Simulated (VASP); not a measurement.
A run of VASP 6.6.1:

The input INCAR:

```
PREC = Accurate ; ENCUT = 520
EDIFF = 1E-7 ; ISMEAR = 0
SIGMA = 0.15 ; LREAL = False
LASPH = True ; NELM = 100
ALGO = Fast ; ISIF = 2
LWAVE = False ; LCHARG = False
GGA = PS ; NBANDS = 18
```

The input KPOINTS:

```
regular mesh
0
Gamma
  16 16 16
```

Contents of POSCAR:

```
ScPt
1.0
    3.2700000000      0.0000000000      0.0000000000
    0.0000000000      3.2700000000      0.0000000000
    0.0000000000      0.0000000000      3.2700000000
Sc Pt
1 1
Direct
    0.5000000000      0.5000000000      0.5000000000
    0.0000000000      0.0000000000      0.0000000000
```

Potentials or basis: VASP PAW PBE potentials, release 64 (Sc_sv, Pt).

The run is started by

```console
$ cat potpaw_PBE.64/Sc_sv/POTCAR potpaw_PBE.64/Pt/POTCAR > POTCAR
$ mpirun -np 1 vasp_std > vasp.out
```

Hardware: 1 thread of Intel(R) Xeon(R) 6975P-C (Granite Rapids) (shared host).

Q: Estimate the wall time of this run.

A: Run time: 31 s on 1 thread of Intel(R) Xeon(R) 6975P-C (Granite Rapids), with other jobs on the host, peak memory 0.22 GiB. Counts: scf iterations 16, k points 165.
